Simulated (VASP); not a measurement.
Crystal: ZrF2, a sheet with vacuum.

```xyz
3
Lattice="2.9888 0.0000 0.0000 -1.4944 2.5883 0.0000 0.0000 0.0000 29.7132" Properties=species:S:1:pos:R:3 pbc="T T T"
Zr    0.0000    0.0000    8.0000
F     1.4944    0.8628    6.5179
F     0.0000    1.7256    9.4821
```

The cell was built by a generator and needn't be a form met in nature.

Base run:

| Item | Value |
| --- | --- |
| Program | VASP 6.6.1 |
| Functional | PBE |
| Potentials or basis | VASP PAW PBE potentials, release 64 (Zr_sv, F) |
| Cutoff | 520 eV |
| k mesh | 10 × 10 × 1 |
| Occupations | fermi-dirac, width 0.05 eV |
| Spin | no spin polarisation |
| Hubbard terms | Zr d U = 8 eV |

Its results: band gap on the k mesh 0.18 eV, indirect (least direct gap 0.84 eV); largest force 0.966 eV/Å.

The run is repeated on the same cell with these changes: hubbard terms from Zr d U = 8 eV to Zr d U = 6 eV. What comes out?

Band gap on the k mesh 0.13 eV, indirect (least direct gap 0.81 eV); largest force 0.725 eV/Å.

A k mesh can miss the band edges.

Not every run made on this cell is shown here.
